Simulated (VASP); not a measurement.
Level of theory: PBE GGA, VASP's PBE PAW potentials (set 64) (plane waves; VASP 6.6.1).

The input files of a VASP run:

KPOINTS:
```
Automatic mesh
0
Gamma
7 7 7
0 0 0
```

### POSCAR
```
LaB6
1
    4.1560106823    -0.0000000000     0.0000000000
    0.0000000000     4.1560106823     0.0000000000
    0.0000000000     0.0000000000     4.1560106823
La B
1 6
Direct
  0.0000000000   0.0000000000   1.0000000000
  0.8001576664   0.5000000000   0.5000000000
  0.5000000000   0.1998423336   0.5000000000
  0.5000000000   0.8001576664   0.5000000000
  0.1998423336   0.5000000000   0.5000000000
  0.5000000000   0.5000000000   0.8001576664
  0.5000000000   0.5000000000   0.1998423336
```

### INCAR
```
! general
SYSTEM   =  LaB6
PREC     =  Accurate
ENCUT    =  520
LREAL    =  .FALSE.
LASPH    =  .TRUE.

! electronic loop
EDIFF    =  1E-6
NELM     =  100
ALGO     =  Normal
LMAXMIX  =  6

! smearing
ISMEAR   =  1
SIGMA    =  0.1

! functional
GGA      =  PE

! ions
IBRION   =  2
NSW      =  60
ISIF     =  3
EDIFFG   =  -0.02

! output
LWAVE    =  .FALSE.
LCHARG   =  .FALSE.
```

POTCAR, in this order: La B (PBE.64 set). Program: vasp_std.

What VASP printed:

### OSZICAR
```
       N       E                     dE             d eps       ncg     rms          rms(c)
DAV:   1     0.225996541791E+03    0.22600E+03   -0.11279E+04   728   0.205E+03
DAV:   2    -0.128890776917E+02   -0.23889E+03   -0.23054E+03   992   0.326E+02
DAV:   3    -0.514985261238E+02   -0.38609E+02   -0.32033E+02  1074   0.172E+02
DAV:   4    -0.534143196455E+02   -0.19158E+01   -0.19011E+01  1292   0.355E+01
DAV:   5    -0.534938256072E+02   -0.79506E-01   -0.79090E-01  1102   0.559E+00    0.910E+00
DAV:   6    -0.493611814372E+02    0.41326E+01   -0.11024E+01  1072   0.209E+01    0.461E+00
DAV:   7    -0.490630141371E+02    0.29817E+00   -0.42426E+00  1264   0.126E+01    0.191E+00
DAV:   8    -0.491591555478E+02   -0.96141E-01   -0.22484E+00  1244   0.151E+01    0.140E+00
DAV:   9    -0.490463514756E+02    0.11280E+00   -0.28830E-01  1216   0.482E+00    0.716E-01
DAV:  10    -0.490256054659E+02    0.20746E-01   -0.26664E-01  1244   0.455E+00    0.175E-01
DAV:  11    -0.490251950336E+02    0.41043E-03   -0.11623E-02  1144   0.102E+00    0.107E-01
DAV:  12    -0.490249344193E+02    0.26061E-03   -0.94807E-04  1328   0.274E-01    0.620E-02
DAV:  13    -0.490247549247E+02    0.17949E-03   -0.13896E-03  1230   0.352E-01    0.520E-03
DAV:  14    -0.490247597776E+02   -0.48529E-05   -0.46831E-05  1040   0.548E-02    0.345E-03
DAV:  15    -0.490247595271E+02    0.25047E-06   -0.32516E-06   992   0.193E-02
   1 F= -.49024760E+02 E0= -.49023390E+02  d E =-.490248E+02
       N       E                     dE             d eps       ncg     rms          rms(c)
DAV:   1    -0.490247779070E+02   -0.18129E-04   -0.51066E-02   862   0.160E+00    0.920E-02
DAV:   2    -0.490246462020E+02    0.13171E-03   -0.24630E-03  1036   0.485E-01    0.468E-02
DAV:   3    -0.490245491391E+02    0.97063E-04   -0.70754E-04  1104   0.191E-01    0.963E-03
DAV:   4    -0.490245490437E+02    0.95447E-07   -0.55473E-05  1140   0.656E-02    0.546E-03
DAV:   5    -0.490245502175E+02   -0.11739E-05   -0.26536E-06   792   0.139E-02    0.105E-03
DAV:   6    -0.490245502872E+02   -0.69643E-07   -0.39755E-07   544   0.894E-03
   2 F= -.49024550E+02 E0= -.49023250E+02  d E =0.209240E-03
       N       E                     dE             d eps       ncg     rms          rms(c)
DAV:   1    -0.490249772056E+02   -0.42699E-03   -0.19297E-02   860   0.983E-01    0.564E-02
DAV:   2    -0.490249292133E+02    0.47992E-04   -0.93016E-04  1046   0.300E-01    0.287E-02
DAV:   3    -0.490248911998E+02    0.38014E-04   -0.26646E-04  1104   0.117E-01    0.590E-03
DAV:   4    -0.490248903908E+02    0.80901E-06   -0.20784E-05  1148   0.394E-02    0.337E-03
DAV:   5    -0.490248897194E+02    0.67137E-06   -0.67638E-07   512   0.788E-03
   3 F= -.49024890E+02 E0= -.49023547E+02  d E =-.130192E-03
```

**OUTCAR**
```
------------------------ aborting loop because EDIFF is reached ----------------------------------------
  FORCE on cell =-STRESS in cart. coord.  units (eV):
  Direction    XX          YY          ZZ          XY          YZ          ZX
  --------------------------------------------------------------------------------------
  Total       -0.0438983     -0.0438983     -0.0438983     -0.0000000      0.0000000     -0.0000000
  in kB       -0.9802838     -0.9802838     -0.9802838     -0.0000000      0.0000000     -0.0000000
  external PRESSURE =      -0.9802838 kB  Pullay stress =       0.0000000 kB
  volume of cell :       71.75
      direct lattice vectors                 reciprocal lattice vectors
     4.155299050 -0.000000000 -0.000000000     0.240656566 -0.000000000 -0.000000000
     0.000000000  4.155299050 -0.000000000     0.000000000  0.240656566 -0.000000000
     0.000000000  0.000000000  4.155299050     0.000000000  0.000000000  0.240656566
 POSITION                                       TOTAL-FORCE (eV/Angst)
 -----------------------------------------------------------------------------------
      4.15530     -0.00000     -0.00000        -0.000000      0.000000      0.000000
      3.32573      2.07765      2.07765        -0.004591      0.000000      0.000000
      2.07765      0.82957      2.07765         0.000000      0.004591     -0.000000
      2.07765      3.32573      2.07765        -0.000000     -0.004591      0.000000
      0.82957      2.07765      2.07765         0.004591     -0.000000     -0.000000
      2.07765      2.07765      3.32573        -0.000000     -0.000000     -0.004591
      2.07765      2.07765      0.82957         0.000000      0.000000      0.004591
 -----------------------------------------------------------------------------------
    total drift:                                0.000000     -0.000000     -0.000000
  FREE ENERGIE OF THE ION-ELECTRON SYSTEM (eV)
  ---------------------------------------------------
  free  energy   TOTEN  =       -49.0248897194 eV

  energy  without entropy=      -49.0208618458  energy(sigma->0) =      -49.02354709

 reached required accuracy - stopping structural energy minimisation
```
(Selected blocks of OUTCAR.)

CONTCAR:
```
LaB6
   1.00000000000000
     4.1552990501344063   -0.0000000000000000   -0.0000000000000000
     0.0000000000000000    4.1552990501344063   -0.0000000000000000
     0.0000000000000000    0.0000000000000000    4.1552990501344063
  La              B
     1     6
Direct
     1.0000000000000000    0.0000000000000000    0.0000000000000000
     0.8003585304503279    0.5000000000000000    0.5000000000000000
     0.5000000000000000    0.1996414695496722    0.5000000000000000
     0.5000000000000000    0.8003585304503279    0.5000000000000000
     0.1996414695496722    0.5000000000000000    0.5000000000000000
     0.5000000000000000    0.5000000000000000    0.8003585304503279
     0.5000000000000000    0.5000000000000000    0.1996414695496722
```

The compound is LaB6 in the cab6 structure. This run relaxes it. Symmetry was kept, so distortions that lower it aren't found. The start is the result of an earlier pass. The electron count is odd and the run is not spin-polarised, which forces a metal.
